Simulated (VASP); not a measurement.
All values below come from PBE GGA, VASP's PBE PAW potentials (set 64) (plane waves; VASP).

A VASP calculation is set up with these files.

### POSCAR
```
Na
1
   -2.0925065745     2.0925065745     2.0925065745
    2.0925065745    -2.0925065745     2.0925065745
    2.0925065745     2.0925065745    -2.0925065745
Na
1
Direct
  0.0000000000   0.0000000000   0.0000000000
```

File KPOINTS:
```
Automatic mesh
0
Gamma
12 12 12
0 0 0
```

### INCAR
```
PREC = Accurate
SYSTEM = Na
EDIFFG = -0.02   ! ionic stop
SIGMA = 0.1
ISIF = 3
ALGO = Normal   ! blocked Davidson
LWAVE = .FALSE.
NSW = 40   ! most ionic steps
LASPH = .TRUE.
IBRION = 2   ! conjugate gradients
LCHARG = .FALSE.
GGA = PE   ! PBE
EDIFF = 1E-6
ENCUT = 500
NELM = 100
LREAL = .FALSE.   ! projection in real space or not
ISMEAR = 1
```

POTCAR, in this order: Na_pv (PBE.64 set). Program: vasp_std.

Problem. What does the run give for the energy per atom (σ→0), band gap (on the k-mesh)?

Solution. 
```json
{
 "energy per atom (σ→0)": "-126.2 kJ/mol of atoms",
 "band gap (on the k-mesh)": "none (metal, semimetal or under 0.01 eV)"
}
```

File OSZICAR:
```
...
DAV:   3    -0.130554945096E+01   -0.40612E+00   -0.40611E+00  1295   0.273E+01
DAV:   4    -0.130884072467E+01   -0.32913E-02   -0.32913E-02  1253   0.220E+00
DAV:   5    -0.130888692628E+01   -0.46202E-04   -0.46202E-04  1281   0.220E-01    0.206E-01
DAV:   6    -0.130847035987E+01    0.41657E-03   -0.54963E-04  1204   0.374E-01    0.138E-01
DAV:   7    -0.130818573733E+01    0.28462E-03   -0.11156E-03  1113   0.449E-01    0.160E-02
DAV:   8    -0.130817854666E+01    0.71907E-05   -0.48540E-05  1267   0.157E-01    0.218E-03
DAV:   9    -0.130817872216E+01   -0.17549E-06   -0.17445E-07   623   0.586E-03
   1 F= -.13081787E+01 E0= -.13079189E+01  d E =-.130818E+01
```

The compound is Na in the bcc structure. It was relaxed first, which changed the volume by -5 %.
